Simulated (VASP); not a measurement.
# FeMo with LDA: from relaxation to properties, part 4 of 5

Wanted: the relaxed cell of FeMo and its properties. The cell is invented: it takes the structure of a Materials Project entry for FeRu (space group 187 there), with some of its atoms replaced by other elements, volume scaled by an estimate. It may not be a known or stable phase. Left out of this account: 1 further run (elastic: elastic constants of a metal on too coarse a mesh).

VASP 6.6.1; LDA, spin-polarised from a ferromagnetic start; plane waves and PAW (Mo_sv, Fe); invented cell.

Still holding for the runs below: The k-mesh is coarse for a metal.

So far. Step 5 (Bands along the symmetry lines (LDA)): There is no gap at this level. Step 6 (Density of states (LDA)): The finer mesh and the other smearing move the Fermi level by -0.03 eV from the 10×10×6 run, a small shift, which tests the Fermi level alone. Of the states within 0.3 eV of the Fermi level, the largest shares in the PAW spheres are Fe d 57 % and Mo d 27 %. The rest lies in smaller channels or between the spheres.

## Step 7: Volume scan with LDA, volume scale 0.94

An equation of state needs energies on both sides of the minimum, all on one mesh and cutoff.

Input file INCAR:

```
SYSTEM = FeMo
PREC = Accurate
ENCUT = 400
EDIFF = 1E-06
NELM = 100
ISMEAR = -1
SIGMA = 0.05
LREAL = .FALSE.
ALGO = Normal
GGA = CA
NBANDS = 18
ISPIN = 2
MAGMOM = 1 3
LMAXMIX = 4
LORBIT = 11
LWAVE = .FALSE.
LCHARG = .FALSE.
ISIF = 2
```

Input file POSCAR:

```
FeMo
1.0
    2.5882861592     -0.0000000263      0.0000000000
   -1.2941426354      2.2415216856      0.0000000000
    0.0000000000      0.0000000000      4.0395970061
Mo Fe
1 1
Direct
    0.6666666700      0.3333333300      0.0000000000
    0.0000000000      0.0000000000      0.5000000000
```

Input file KPOINTS:

```
Automatic mesh
0
Gamma
10 10 6
0 0 0
```

The projector-augmented-wave data sets are Mo_sv and Fe (LDA family, release 64).

Launch:

```sh
mpirun -np 1 vasp_std
```

Log:

```text
[... set-up lines as in an earlier step ...]
 entering main loop
       N       E                     dE             d eps       ncg     rms          rms(c)
DAV:   1     0.159745589476E+03    0.15975E+03   -0.10773E+04  4136   0.125E+03
DAV:   2    -0.181073767560E+02   -0.17785E+03   -0.17219E+03  4188   0.350E+02
DAV:   3    -0.226149224109E+02   -0.45075E+01   -0.44224E+01  4514   0.675E+01
DAV:   4    -0.226688824451E+02   -0.53960E-01   -0.53930E-01  4556   0.713E+00
DAV:   5    -0.226698972130E+02   -0.10148E-02   -0.10147E-02  4698   0.106E+00    0.285E+01
DAV:   6    -0.357396844407E+02   -0.13070E+02   -0.10917E+02  4632   0.121E+02    0.385E+01
DAV:   7    -0.209337148317E+02    0.14806E+02   -0.41193E+01  5088   0.836E+01    0.720E+00
DAV:   8    -0.209322011823E+02    0.15136E-02   -0.10462E+00  4956   0.788E+00    0.343E+00
DAV:   9    -0.208850373284E+02    0.47164E-01   -0.32703E-01  5604   0.602E+00    0.165E+00
DAV:  10    -0.208787308603E+02    0.63065E-02   -0.17339E-02  5566   0.115E+00    0.802E-01
DAV:  11    -0.208787112535E+02    0.19607E-04   -0.18768E-03  5928   0.440E-01    0.307E-01
DAV:  12    -0.208788349057E+02   -0.12365E-03   -0.33408E-04  6010   0.164E-01    0.121E-01
DAV:  13    -0.208788720585E+02   -0.37153E-04   -0.87497E-05  4946   0.803E-02    0.482E-02
DAV:  14    -0.208788854785E+02   -0.13420E-04   -0.10524E-04  5712   0.105E-01    0.309E-02
DAV:  15    -0.208788882580E+02   -0.27794E-05   -0.65718E-06  3776   0.261E-02    0.232E-02
DAV:  16    -0.208788918398E+02   -0.35818E-05   -0.15843E-05  4242   0.434E-02    0.139E-02
DAV:  17    -0.208788920089E+02   -0.16908E-06   -0.41533E-06  2424   0.189E-02
   1 F= -.20878892E+02 E0= -.20867557E+02  d E =-.226703E-01  mag=     0.0003
```

Elapsed: 17 s, on 1 MPI rank of AMD EPYC 9R45, shared host; peak memory 0.11 GiB.

OUTCAR, selected parts (step 7):

```text
   ENCUT  =  400.0 eV  29.40 Ry    5.42 a.u.   4.22  4.22  6.59*2*pi/ulx,y,z

   NELECT =      22.0000    total number of electrons

 E-fermi :  11.3154

 spin component 1
 k-point     1 :       0.0000    0.0000    0.0000
  band No.  band energies     occupation
    ...
      9      10.2555      1.00000
     10      10.7637      0.99998
     11      10.7637      0.99998
     12      10.8185      0.99995
     13      10.8185      0.99995
     14      13.3692      0.00000
     15      14.7985      0.00000
     16      14.7985      0.00000
     17      23.5424      0.00000
     18      25.9070      0.00000

 k-point     2 :       0.1000    0.0000    0.0000
  band No.  band energies     occupation
    ...
      9      10.3910      1.00000
     10      10.5246      1.00000
     11      10.6791      1.00000
     12      10.8068      0.99996
     13      11.1358      0.97321
     14      11.9577      0.00000
     15      14.8108      0.00000
     16      16.5653      0.00000
     17      23.4949      0.00000
     18      26.9307      0.00000

  Total        2.9421139      2.9421142      3.0482734      0.0000006     -0.0000000      0.0000000
  in kB      201.1299719    201.1299910    208.3872875      0.0000378     -0.0000000      0.0000000
  external PRESSURE =     203.5490835 kB  Pullay stress =       0.0000000 kB

 POSITION                                       TOTAL-FORCE (eV/Angst)
 -----------------------------------------------------------------------------------
      1.29414      0.74717      0.00000         0.000000     -0.000000      0.000000
      0.00000      0.00000      2.01980        -0.000000      0.000000      0.000000
 -----------------------------------------------------------------------------------
    total drift:                               -0.000019      0.000011      0.000000

  FREE ENERGIE OF THE ION-ELECTRON SYSTEM (eV)
  ---------------------------------------------------
  free  energy   TOTEN  =       -20.8788920089 eV

  energy  without entropy=      -20.8562217339  energy(sigma->0) =      -20.86755687

 magnetization (x)
# of ion       s       p       d       tot
------------------------------------------
    1       -0.000   0.000   0.000   0.000
    2       -0.000  -0.000   0.001   0.001
--------------------------------------------------
tot         -0.000   0.000   0.001   0.001

[... 4 parts as in an earlier step ...]

[... 17 further parts left out ...]
```

The scan keeps the cell's shape and the fractional positions fixed.

This step gave:

```yaml
scf_cycles: 17
bands: 18
irreducible_k_points: 56
free_energy_toten: -20.88 eV
energy_at_zero_smearing: -20.87 eV
fermi_energy: 11.32 eV
pressure: 20.35 GPa
```

The pressure here is 20.35 GPa.

## Step 8: Volume scan with LDA, volume scale 0.96

INCAR is that of step 7.

Input file POSCAR:

```
FeMo
1.0
    2.6065141270     -0.0000000264      0.0000000000
   -1.3032566162      2.2573075697      0.0000000000
    0.0000000000      0.0000000000      4.0680458097
Mo Fe
1 1
Direct
    0.6666666700      0.3333333300      0.0000000000
    0.0000000000      0.0000000000      0.5000000000
```

KPOINTS is that of step 7.

Launch:

```sh
mpirun -np 1 vasp_std
```

Log:

```text
[... set-up lines as in an earlier step ...]
 entering main loop
       N       E                     dE             d eps       ncg     rms          rms(c)
DAV:   1     0.160923069432E+03    0.16092E+03   -0.10858E+04  4176   0.126E+03
DAV:   2    -0.181504549994E+02   -0.17907E+03   -0.17321E+03  4170   0.350E+02
DAV:   3    -0.227362596153E+02   -0.45858E+01   -0.45101E+01  4510   0.674E+01
DAV:   4    -0.227943213133E+02   -0.58062E-01   -0.58010E-01  4506   0.732E+00
DAV:   5    -0.227954132586E+02   -0.10919E-02   -0.10919E-02  4792   0.109E+00    0.276E+01
DAV:   6    -0.364472824660E+02   -0.13652E+02   -0.11312E+02  4662   0.122E+02    0.392E+01
DAV:   7    -0.209850407781E+02    0.15462E+02   -0.40639E+01  5086   0.828E+01    0.684E+00
DAV:   8    -0.210015992983E+02   -0.16559E-01   -0.12523E+00  5362   0.865E+00    0.368E+00
DAV:   9    -0.209407280315E+02    0.60871E-01   -0.46085E-01  5626   0.690E+00    0.168E+00
DAV:  10    -0.209326486961E+02    0.80793E-02   -0.27005E-02  5806   0.143E+00    0.814E-01
DAV:  11    -0.209328017873E+02   -0.15309E-03   -0.18150E-03  5800   0.430E-01    0.368E-01
DAV:  12    -0.209329021782E+02   -0.10039E-03   -0.72526E-04  5316   0.228E-01    0.129E-01
DAV:  13    -0.209329630514E+02   -0.60873E-04   -0.11214E-04  5066   0.959E-02    0.578E-02
DAV:  14    -0.209329928812E+02   -0.29830E-04   -0.20245E-04  5754   0.140E-01    0.423E-02
DAV:  15    -0.209329955283E+02   -0.26471E-05   -0.12619E-05  4768   0.334E-02    0.299E-02
DAV:  16    -0.209330029388E+02   -0.74105E-05   -0.37836E-05  5050   0.666E-02    0.201E-02
DAV:  17    -0.209330027461E+02    0.19272E-06   -0.74774E-06  3028   0.243E-02
   1 F= -.20933003E+02 E0= -.20921177E+02  d E =-.236525E-01  mag=     0.0004
```

Run time: 17 s. Hardware: 1 MPI rank; peak memory 0.11 GiB.

Parts of OUTCAR (step 8):

```text
   ENCUT  =  400.0 eV  29.40 Ry    5.42 a.u.   4.25  4.25  6.63*2*pi/ulx,y,z

   NELECT =      22.0000    total number of electrons

 E-fermi :  10.9895

 spin component 1
 k-point     1 :       0.0000    0.0000    0.0000
  band No.  band energies     occupation
    ...
      9       9.9744      1.00000
     10      10.4729      0.99997
     11      10.4729      0.99997
     12      10.5182      0.99992
     13      10.5182      0.99992
     14      12.9690      0.00000
     15      14.3932      0.00000
     16      14.3932      0.00000
     17      22.9238      0.00000
     18      25.5677      0.00000

 k-point     2 :       0.1000   -0.0000    0.0000
  band No.  band energies     occupation
    ...
      9      10.1013      1.00000
     10      10.2313      1.00000
     11      10.3836      0.99999
     12      10.5129      0.99993
     13      10.8372      0.95463
     14      11.6073      0.00000
     15      14.4039      0.00000
     16      16.1086      0.00000
     17      22.8780      0.00000
     18      26.5578      0.00000

  Total        1.8991177      1.8991179      1.9601255      0.0000004      0.0000000      0.0000000
  in kB      127.1234927    127.1235048    131.2072432      0.0000239      0.0000000      0.0000000
  external PRESSURE =     128.4847469 kB  Pullay stress =       0.0000000 kB

 POSITION                                       TOTAL-FORCE (eV/Angst)
 -----------------------------------------------------------------------------------
      1.30326      0.75244      0.00000         0.000000      0.000000      0.000000
      0.00000      0.00000      2.03402        -0.000000     -0.000000      0.000000
 -----------------------------------------------------------------------------------
    total drift:                               -0.000019      0.000011      0.000000

  FREE ENERGIE OF THE ION-ELECTRON SYSTEM (eV)
  ---------------------------------------------------
  free  energy   TOTEN  =       -20.9330027461 eV

  energy  without entropy=      -20.9093502849  energy(sigma->0) =      -20.92117652

 magnetization (x)
# of ion       s       p       d       tot
------------------------------------------
    1       -0.000   0.000   0.000   0.000
    2       -0.000  -0.000   0.003   0.003
--------------------------------------------------
tot         -0.000   0.000   0.003   0.003

[... 3 parts as in an earlier step ...]

[... 18 further parts left out ...]
```

This step gave:

```
free energy (TOTEN)     : -20.93 eV
energy at zero smearing : -20.92 eV
Fermi energy            : 10.99 eV
pressure                : 12.85 GPa
```

The pressure falls from 20.35 to 12.85 GPa.

The run ends at a pressure of 12.85 GPa.

## Step 9: Volume scan with LDA, volume scale 0.98

INCAR is that of step 8.

Input file POSCAR:

```
FeMo
1.0
    2.6244906546     -0.0000000266      0.0000000000
   -1.3122448769      2.2728757001      0.0000000000
    0.0000000000      0.0000000000      4.0961021846
Mo Fe
1 1
Direct
    0.6666666700      0.3333333300      0.0000000000
    0.0000000000      0.0000000000      0.5000000000
```

KPOINTS is that of step 8.

Launch:

```sh
mpirun -np 1 vasp_std
```

Log:

```text
[... set-up lines as in an earlier step ...]
 entering main loop
       N       E                     dE             d eps       ncg     rms          rms(c)
DAV:   1     0.160198656076E+03    0.16020E+03   -0.10845E+04  4144   0.125E+03
DAV:   2    -0.182052934098E+02   -0.17840E+03   -0.17267E+03  4178   0.347E+02
DAV:   3    -0.228345922548E+02   -0.46293E+01   -0.45461E+01  4532   0.681E+01
DAV:   4    -0.228940606909E+02   -0.59468E-01   -0.59403E-01  4564   0.741E+00
[...]
DAV:  17    -0.209647490649E+02   -0.11840E-05   -0.15445E-05  4420   0.366E-02    0.116E-02
DAV:  18    -0.209647503409E+02   -0.12760E-05   -0.12750E-05  3838   0.373E-02    0.480E-03
DAV:  19    -0.209647503681E+02   -0.27229E-07   -0.44976E-07  2336   0.504E-03
   1 F= -.20964750E+02 E0= -.20952463E+02  d E =-.245740E-01  mag=     0.0000
```

Wall time 19 s (1 MPI rank); peak memory 0.11 GiB.

From OUTCAR (step 9):

```text
  Total        0.9269850      0.9269850      0.9450057      0.0000002     -0.0000000      0.0000000
  in kB       60.7843492     60.7843550     61.9660105      0.0000114     -0.0000000      0.0000000
  external PRESSURE =      61.1782382 kB  Pullay stress =       0.0000000 kB

 POSITION                                       TOTAL-FORCE (eV/Angst)
 -----------------------------------------------------------------------------------
      1.31225      0.75763      0.00000         0.000000     -0.000000      0.000000
      0.00000      0.00000      2.04805        -0.000000      0.000000      0.000000
 -----------------------------------------------------------------------------------
    total drift:                               -0.000019      0.000012      0.000000

  FREE ENERGIE OF THE ION-ELECTRON SYSTEM (eV)
  ---------------------------------------------------
  free  energy   TOTEN  =       -20.9647503681 eV

  energy  without entropy=      -20.9401763520  energy(sigma->0) =      -20.95246336

 magnetization (x)
# of ion       s       p       d       tot
------------------------------------------
    1       -0.000   0.000  -0.000  -0.000
    2       -0.000  -0.000   0.001   0.001
--------------------------------------------------
tot         -0.000   0.000   0.001   0.001

[... 1 part as in an earlier step ...]

[... 2 further parts left out ...]
[key lines of the parts left out:]
E-fermi :  10.6757
```

The pressure falls from 12.85 to 6.12 GPa.

The run ends at a pressure of 6.12 GPa.

## Step 10: Volume scan with LDA, volume scale 1

INCAR is that of step 9.

Input file POSCAR:

```
FeMo
1.0
    2.6422242375     -0.0000000268      0.0000000000
   -1.3211116653      2.2882334342      0.0000000000
    0.0000000000      0.0000000000      4.1237793903
Mo Fe
1 1
Direct
    0.6666666700      0.3333333300      0.0000000000
    0.0000000000      0.0000000000      0.5000000000
```

KPOINTS is that of step 9.

Launch:

```sh
mpirun -np 1 vasp_std
```

Log:

```text
[... set-up lines as in an earlier step ...]
 entering main loop
       N       E                     dE             d eps       ncg     rms          rms(c)
[... 19 cycles as in an earlier step ...]
   1 F= -.20976621E+02 E0= -.20963929E+02  d E =-.253828E-01  mag=    -0.0004
```

Elapsed: 19 s, on 1 MPI rank; peak memory 0.11 GiB.

Parts of OUTCAR (step 10):

```text
[... 7 parts as in an earlier step ...]

[... 1 further part left out ...]
[key lines of the parts left out:]
E-fermi :  10.3736
```

The pressure falls from 6.12 to 0.05 GPa.

The run ends at a pressure of 0.05 GPa.

## Step 11: Volume scan with LDA, volume scale 1.02

INCAR is that of step 10.

Input file POSCAR:

```
FeMo
1.0
    2.6597229212     -0.0000000270      0.0000000000
   -1.3298610042      2.3033877396      0.0000000000
    0.0000000000      0.0000000000      4.1510899835
Mo Fe
1 1
Direct
    0.6666666700      0.3333333300      0.0000000000
    0.0000000000      0.0000000000      0.5000000000
```

KPOINTS is that of step 10.

Launch:

```sh
mpirun -np 1 vasp_std
```

Log:

```text
[... set-up lines as in an earlier step ...]
 entering main loop
       N       E                     dE             d eps       ncg     rms          rms(c)
DAV:   1     0.161606602185E+03    0.16161E+03   -0.10816E+04  4104   0.123E+03
DAV:   2    -0.181653322055E+02   -0.17977E+03   -0.17371E+03  4158   0.348E+02
DAV:   3    -0.229636938124E+02   -0.47984E+01   -0.47090E+01  4452   0.683E+01
DAV:   4    -0.230260170702E+02   -0.62323E-01   -0.62259E-01  4520   0.758E+00
[...]
DAV:  17    -0.209707619908E+02   -0.14851E-04   -0.96361E-05  5652   0.100E-01    0.299E-02
DAV:  18    -0.209707750077E+02   -0.13017E-04   -0.17938E-04  5260   0.140E-01    0.127E-02
DAV:  19    -0.209707757419E+02   -0.73420E-06   -0.65840E-06  4570   0.220E-02
   1 F= -.20970776E+02 E0= -.20957737E+02  d E =-.260779E-01  mag=    -0.0009
```

Elapsed: 20 s, on 1 MPI rank; peak memory 0.11 GiB.

OUTCAR, selected parts (step 11):

```text
  Total       -0.8444173     -0.8444173     -0.8889239     -0.0000002     -0.0000000      0.0000000
  in kB      -53.1988319    -53.1988369    -56.0027800     -0.0000100     -0.0000000      0.0000000
  external PRESSURE =     -54.1334829 kB  Pullay stress =       0.0000000 kB

 POSITION                                       TOTAL-FORCE (eV/Angst)
 -----------------------------------------------------------------------------------
      1.32986      0.76780      0.00000         0.000000     -0.000000      0.000000
      0.00000      0.00000      2.07554        -0.000000      0.000000      0.000000
 -----------------------------------------------------------------------------------
    total drift:                               -0.000020      0.000012      0.000000

  FREE ENERGIE OF THE ION-ELECTRON SYSTEM (eV)
  ---------------------------------------------------
  free  energy   TOTEN  =       -20.9707757419 eV

  energy  without entropy=      -20.9446978856  energy(sigma->0) =      -20.95773681

 magnetization (x)
# of ion       s       p       d       tot
------------------------------------------
    1       -0.000   0.000   0.000   0.000
    2       -0.000  -0.000   0.006   0.006
--------------------------------------------------
tot         -0.000   0.000   0.006   0.006

[... 1 part as in an earlier step ...]

[... 2 further parts left out ...]
[key lines of the parts left out:]
E-fermi :  10.0830
```

The pressure falls from 0.05 to -5.41 GPa, so it vanishes between these two volumes.

## Step 12: Volume scan with LDA, volume scale 1.04

INCAR is that of step 11.

Input file POSCAR:

```
FeMo
1.0
    2.6769943332     -0.0000000272      0.0000000000
   -1.3384967072      2.3183452220      0.0000000000
    0.0000000000      0.0000000000      4.1780458686
Mo Fe
1 1
Direct
    0.6666666700      0.3333333300      0.0000000000
    0.0000000000      0.0000000000      0.5000000000
```

KPOINTS is that of step 11.

Launch:

```sh
mpirun -np 1 vasp_std
```

Log:

```text
[... set-up lines as in an earlier step ...]
 entering main loop
       N       E                     dE             d eps       ncg     rms          rms(c)
DAV:   1     0.160736974471E+03    0.16074E+03   -0.10778E+04  4112   0.123E+03
DAV:   2    -0.183351669674E+02   -0.17907E+03   -0.17332E+03  4212   0.346E+02
DAV:   3    -0.230018000991E+02   -0.46666E+01   -0.45769E+01  4592   0.678E+01
DAV:   4    -0.230623392360E+02   -0.60539E-01   -0.60405E-01  4578   0.742E+00
[...]
DAV:  19    -0.209486216032E+02   -0.46832E-05   -0.44410E-05  6098   0.622E-02    0.125E-02
DAV:  20    -0.209486252417E+02   -0.36385E-05   -0.12442E-04  4916   0.117E-01    0.368E-03
DAV:  21    -0.209486254235E+02   -0.18182E-06   -0.99708E-06  5248   0.288E-02
   1 F= -.20948625E+02 E0= -.20935286E+02  d E =-.266784E-01  mag=    -0.0014
```

Elapsed: 22 s, on 1 MPI rank; peak memory 0.11 GiB.

(Continued in part 5 of 5.)

[Lines on the potential files, build, host, timing and source positions are cut from VASP's logs without a mark.]

[Logs are printed without paths, hosts, clocks, repeated set-up lines and the standing remarks that a program may print on its own settings, such as how far it seeks lower states.]

[Hosts, paths, dates, database ids (printed as entryN), source tags and the programs' standing remarks are cut or masked in the printed files.]

[A measured line is paired with the nearest computed mode of its activity, which favours agreement.]
